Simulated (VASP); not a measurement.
Calculation: r2SCAN+rVV10, VASP's PBE PAW potentials (set 64) (plane waves; VASP).

VASP input:

INCAR:
```
BPARAM = 11.95
CPARAM = 0.0093
LREAL = .FALSE.
EDIFF = 1E-7   ! SCF stop (eV)
ENCUT = 520
SYSTEM = NiAl
NEDOS = 601   ! DOS grid
PREC = Accurate
ISMEAR = -5   ! tetrahedra, Bloechl
LCHARG = .FALSE.
LUSE_VDW = .TRUE.
METAGGA = R2SCAN
NELM = 100   ! most electronic steps
LWAVE = .FALSE.
ALGO = Normal   ! blocked Davidson
ISIF = 2   ! forces and stress, cell fixed
LMAXMIX = 4
LORBIT = 11
LMIXTAU = .TRUE.
LASPH = .TRUE.   ! aspherical one-centre terms
```

KPOINTS:
```
Automatic mesh
0
Gamma
14 14 14
0 0 0
```

**KPOINTS_OPT**
```
k-points along high-symmetry lines
10
Line-mode
Reciprocal
  0.000000   0.000000   0.000000 ! GAMMA
  0.000000   0.500000   0.000000 ! X

  0.000000   0.500000   0.000000 ! X
  0.500000   0.500000   0.000000 ! M

  0.500000   0.500000   0.000000 ! M
  0.000000   0.000000   0.000000 ! GAMMA

  0.000000   0.000000   0.000000 ! GAMMA
  0.500000   0.500000   0.500000 ! R

  0.500000   0.500000   0.500000 ! R
  0.000000   0.500000   0.000000 ! X

  0.500000   0.500000   0.500000 ! R
  0.500000   0.500000   0.000000 ! M
```

File POSCAR:
```
NiAl
1.0
  2.8581468239   0.0000000000   0.0000000000
  0.0000000000   2.8581468239   0.0000000000
  0.0000000000   0.0000000000   2.8581468239
Al Ni
1 1
Cartesian
  1.4290734119   1.4290734119   1.4290734119
  0.0000000000   0.0000000000   0.0000000000
```

POTCAR, in this order: Al Ni (PBE.64 set). Program: vasp_std.

For a metal the tetrahedron method with Blöchl corrections gives inexact stress and forces.

Question: Predict the energy per atom (σ→0), band gap (over mesh and band path).

Answer: 
```yaml
energy per atom (σ→0): -9.876 eV/atom
band gap (over mesh and band path): none (metal, semimetal or under 0.01 eV)
```

**OSZICAR**
```
...
DAV:  12    -0.197527990111E+02    0.42849E-05   -0.13971E-04  2636   0.168E-01    0.378E-02
DAV:  13    -0.197527586622E+02    0.40349E-04   -0.35219E-05  2552   0.725E-02    0.408E-02
DAV:  14    -0.197527894360E+02   -0.30774E-04   -0.87859E-05  2818   0.155E-01    0.686E-03
DAV:  15    -0.197527911087E+02   -0.16726E-05   -0.19317E-06  2552   0.208E-02    0.323E-03
DAV:  16    -0.197527910772E+02    0.31453E-07   -0.10230E-06  2532   0.196E-02    0.712E-04
DAV:  17    -0.197527910331E+02    0.44138E-07   -0.18190E-08  1250   0.203E-03
   1 F= -.19752791E+02 E0= -.19752791E+02  d E =0.000000E+00
       N       E                     dE             ncg
```

The compound is NiAl in the CsCl type structure. It was relaxed first. The run is not spin-polarised, so no magnetic state was tried. The electron count is odd and the run is not spin-polarised, which forces a metal.
